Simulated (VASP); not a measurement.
MoS2:

```
Mo S
1.0
     3.16100    0.00000    0.00000
    -1.58050    2.73751    0.00000
     0.00000    0.00000   13.77040
Mo S
2 4
Direct
  0.33333 0.66667 0.25000
  0.66667 0.33333 0.75000
  0.66667 0.33333 0.36365
  0.66667 0.33333 0.13635
  0.33333 0.66667 0.86365
  0.33333 0.66667 0.63635
```

The cell was built by a generator and needn't be a form met in nature.

Base run:

- Program: VASP 6.6.1
- Functional: PBEsol
- Potentials or basis: VASP PAW PBE potentials, release 64 (Mo_sv, S)
- Cutoff: 520 eV
- k mesh: 8 × 8 × 2
- Occupations: fermi-dirac, width 0.05 eV
- Spin: no spin polarisation

Its results: band gap on the k mesh 1.50 eV, indirect (least direct gap 2.03 eV); pressure -2.4 GPa; largest force 0.232 eV/Å.

The run is repeated on the same cell with these changes: functional from PBEsol to SCAN. What comes out?

Band gap on the k mesh 1.65 eV, indirect (least direct gap 2.15 eV); pressure -0.3 GPa; largest force 0.124 eV/Å.

SCAN gives the wider gap, since meta-GGAs in the generalised Kohn-Sham scheme recover part of the derivative discontinuity.

Caveats: the PAW data sets were made with another functional, which shifts forces and pressure a little; this functional lacks dispersion, which binds the layers, so the pressure and a relaxed spacing across them are unreliable (some runs).

A k mesh can miss the band edges.
